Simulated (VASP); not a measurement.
Here is the system:

```
CELL_PARAMETERS angstrom
      1.89040    -3.27427     0.00000
      1.89040     3.27427     0.00000
      0.00000     0.00000     5.10883
ATOMIC_POSITIONS crystal
  Se 0.00000 0.26237 0.66667
  Se 0.73763 0.73763 0.00000
  Se 0.26237 0.00000 0.33333
```

Method: r2SCAN meta-GGA, VASP's PBE PAW potentials (set 64) (plane waves; VASP). Numerical set-up: 500 eV cut-off, 7×7×5 Γ-centred mesh, Gaussian smearing of 0.050 eV, potentials Se.

Energy and stress use the plane-wave basis of the starting cell.

**Question.** The ions, cell shape and volume at an external pressure of 20.0 GPa are relaxed. Which structure does the run end with?

**Answer.** 
```
CELL_PARAMETERS angstrom
      1.79151    -3.10299     0.00000
      1.79151     3.10299     0.00000
      0.00000     0.00000     5.10531
ATOMIC_POSITIONS crystal
  Se 0.00000 0.27828 0.66667
  Se 0.72172 0.72172 0.00000
  Se 0.27828 0.00000 0.33333
```
Space group P3_121 (152), at a tolerance of 0.03 Å.

**Question.** How do energy and volume change from the first to the last step?

**Answer.** The energy (σ→0) changes by +194.9 meV/atom and the volume by -10.3 %, in 9 ionic steps.

```tsv
step	E(σ→0) (eV)	max force (eV/Å)	pressure (GPa)	volume (Å³)
1	-42.4410	0.003	9.96	63.24
2	-40.7588	1.558	42.43	51.90
3	-42.0286	0.506	19.62	58.69
4	-42.0119	0.523	19.96	58.56
5	-41.9559	0.306	20.07	57.77
6	-41.7817	0.011	21.06	56.18
7	-41.8208	0.040	20.80	56.48
8	-41.9301	0.055	18.28	57.38
9	-41.8562	0.010	20.00	56.76
```

The compound is Se in the trig structure. This run relaxes it under an external pressure of 20 GPa. Symmetry was kept, so distortions that lower it aren't found.
